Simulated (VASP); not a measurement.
```
CELL_PARAMETERS angstrom
      0.00000     2.50922     2.50922
      2.50922     0.00000     2.50922
      2.50922     2.50922     0.00000
ATOMIC_POSITIONS crystal
  Gd 0.00000 0.00000 0.00000
  N  0.50000 0.50000 0.50000
```

All values below come from RPBE GGA, VASP's PBE PAW potentials (set 64) (plane waves; VASP 6.6.1). Settings: 520 eV cut-off, 9×9×9 Γ-centred mesh, Gaussian smearing of 0.050 eV, potentials Gd_3 N.

The 4f electrons are frozen in the core of the lanthanide potential, so 4f levels, which can set the real gap, and their magnetism are missing.

Problem. Give the energy at these volumes per atom, relative to the lowest: 14.85, 15.32, 15.79, 16.27, 16.74 Å³.

Solution. 29.1, 7.0, 0.0, 6.0, 23.1 meV/atom. A third-order Birch-Murnaghan fit gives B0 = 146 GPa and B0′ = 4.2.

Measured: bulk modulus 192 GPa (computed value off by -24.2 %), as given by K Doll, Journal of Physics Condensed Matter (2008), arXiv:0801.3152; a 4.974 Å (computed value off by +0.9 %), as given by F. Natali et al., Progress in Materials Science (2013), arXiv:1208.2410. The calculation is for a static lattice, while the measured bulk modulus, a hold thermal and zero-point effects, which are part of the difference.

The compound is GdN in the rock salt structure. It was relaxed first.
